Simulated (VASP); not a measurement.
These are PBE GGA, VASP's PBE PAW potentials (set 64) (plane waves; VASP) values and carry that method's errors.

VASP ran on this input.

File POSCAR:
```
Au
1
   -0.0000000000     2.0767990546     2.0767990546
    2.0767990546     0.0000000000     2.0767990546
    2.0767990546     2.0767990546    -0.0000000000
Au
1
Direct
  0.0000000000   0.0000000000   0.0000000000
```

**INCAR**
```
LWAVE  =  F
NELM  =  100   # most electronic steps
LMAXMIX  =  6
ISMEAR  =  1
IBRION  =  2
SYSTEM  =  Au
NSW  =  60   # most ionic steps
PREC  =  Accurate
ENCUT  =  400
SIGMA  =  0.1
ISIF  =  3
EDIFF  =  1E-6
LCHARG  =  F
ALGO  =  Normal   # blocked Davidson
GGA  =  PE   # PBE
LASPH  =  T   # aspherical one-centre terms
LREAL  =  F   # projection in real space or not
EDIFFG  =  -0.01   # ionic stop
```

KPOINTS:
```
Automatic
0
G
14 14 14
```

POTCAR, in this order: Au (PBE.64 set). Program: vasp_std.

What will the output report for the number of irreducible k-points (NKPTS), number of bands (NBANDS), largest plane-wave count, number of space-group operations, FFT grid (NGX, NGY, NGZ)?

```yaml
number of irreducible k-points (NKPTS): 104
number of bands (NBANDS): 9
largest_plane_wave_count: 333
number_of_space_group_operations: 48
FFT grid (NGX, NGY, NGZ): 20 × 20 × 20
```

The compound is Au in the fcc structure. This run relaxes it. Symmetry was kept, so distortions that lower it aren't found. The start is the result of an earlier pass.
